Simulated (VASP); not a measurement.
A convergence study with VASP on WSe2 (2H layered): one setting is varied, all else stays as given below, so the limit is that of these other settings.

```
WSe2
1.0
    1.64000    -2.84056     0.00000
    1.64000     2.84056     0.00000
    0.00000     0.00000    12.96000
W Se
2 4
Direct
  0.33333   0.66667   0.25000
  0.66667   0.33333   0.75000
  0.33333   0.66667   0.87900
  0.66667   0.33333   0.37900
  0.66667   0.33333   0.12100
  0.33333   0.66667   0.62100
```

These are PBEsol GGA, VASP's PBE PAW potentials (set 64) (plane waves; VASP) values and carry that method's errors. The tightest run used: 550 eV cut-off, 17×17×4 Γ-centred mesh, tetrahedra with Blöchl corrections, potentials W_sv Se.

```json
[
 {"setting": "4×4×1 mesh", "E (eV/atom)": "-7.7668", "pressure (GPa)": "-0.03", "largest force (eV/Å)": "0.080", "irreducible k-points": "4"},
 {"setting": "5×5×1 mesh", "E (eV/atom)": "-7.7496", "pressure (GPa)": "0.30", "largest force (eV/Å)": "0.023", "irreducible k-points": "5"},
 {"setting": "6×6×1 mesh", "E (eV/atom)": "-7.7493", "pressure (GPa)": "0.29", "largest force (eV/Å)": "0.015", "irreducible k-points": "7"}
]
```

These are the cheaper rows. Estimate the results at 17×17×4 mesh, and how far the last row shown lies from them.

```json
[
 {"quantity": "E (eV/atom)", "tightest run": "-7.7577", "last row shown is off by": "0.0084"},
 {"quantity": "pressure (GPa)", "tightest run": "0.11", "last row shown is off by": "0.19"},
 {"quantity": "largest force (eV/Å)", "tightest run": "0.017", "last row shown is off by": "-0.002"}
]
```

Left out are rungs that failed or repeat a setting and relaxations that didn't move; long series are thinned to 24 rows.

The compound is WSe2 in the 2H layered structure. The cell was not relaxed at this level, forces remain on its atoms.
